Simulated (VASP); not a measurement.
```xyz
2
Lattice="2.8505 0.0000 0.0000 0.0000 2.8505 0.0000 0.0000 0.0000 2.8505" Properties=species:S:1:pos:R:3 pbc="T T T"
Ga     1.4252     1.4252     1.4252
Co     0.0000     0.0000     0.0000
```

These are PBE GGA with D3 dispersion (zero damping), VASP's PBE PAW potentials (set 64) (plane waves; VASP) values and carry that method's errors. Settings: 520 eV cut-off, Gaussian smearing of 0.050 eV, potentials Ga_d Co.

Problem. Give the energies of bands 6 to 14 at the high-symmetry points, in eV from the Fermi level.

Solution. 
| band | Γ | X | M | R |
|---|---|---|---|---|
| 6 | -12.38 | -8.13 | -6.20 | -4.30 |
| 7 | -2.71 | -7.11 | -3.29 | -4.30 |
| 8 | -2.71 | -2.48 | -3.29 | -4.30 |
| 9 | -0.82 | -1.88 | -2.61 | -0.27 |
| 10 | -0.82 | -1.88 | -1.33 | -0.27 |
| 11 | -0.82 | -0.82 | -1.33 | 0.79 |
| 12 | 5.25 | 0.06 | -0.31 | 3.85 |
| 13 | 5.25 | 10.86 | 2.34 | 3.85 |
| 14 | 5.25 | 10.86 | 3.24 | 3.85 |

It has no gap at this level: it comes out as a metal or semimetal.

The compound is CoGa in the CsCl type structure. It was relaxed first. The run is not spin-polarised, so no magnetic state was tried.
